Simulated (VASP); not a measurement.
## RuN (relaxed from the zinc blende structure, space group F-43m): computed properties

Level of theory: PBEsol GGA, VASP's PBE PAW potentials (set 64) (plane waves; VASP).

* **space group**: F-43m (216)
* **cell**: a = b = c = 4.4993 Å, α = β = γ = 90.00°
* **volume per atom**: 11.39 Å³/atom
* **band gap (over mesh and band path)**: none (metal, semimetal or under 0.01 eV)
* **density**: 8.39 g/cm³

RuN has the cubic space group F-43m (No. 216), the zinc blende structure, Pearson symbol cF8. Lattice parameters: a = 4.499 Å, b = 4.499 Å, c = 4.499 Å, α = 90.00°, β = 90.00°, γ = 90.00°. Ru on 4a has 4 N at 1.948 Å (tetrahedral). N on 4d sees 4 Ru at 1.948 Å (tetrahedral). (Neighbours: up to the widest gap in distance over summed covalent radii, below 1.35, at either atom; cation-cation and far metal-metal contacts left out.)
(The calculation used a cell of 2 atoms; values per cell refer to that cell.)

The structure was generated: RuN was put into the zinc blende type (F-43m), which need not be its known phase. It was relaxed first, which changed the volume by -28 %. Symmetry was kept, so distortions that lower it aren't found. The electron count is odd and the run is not spin-polarised, which forces a metal.
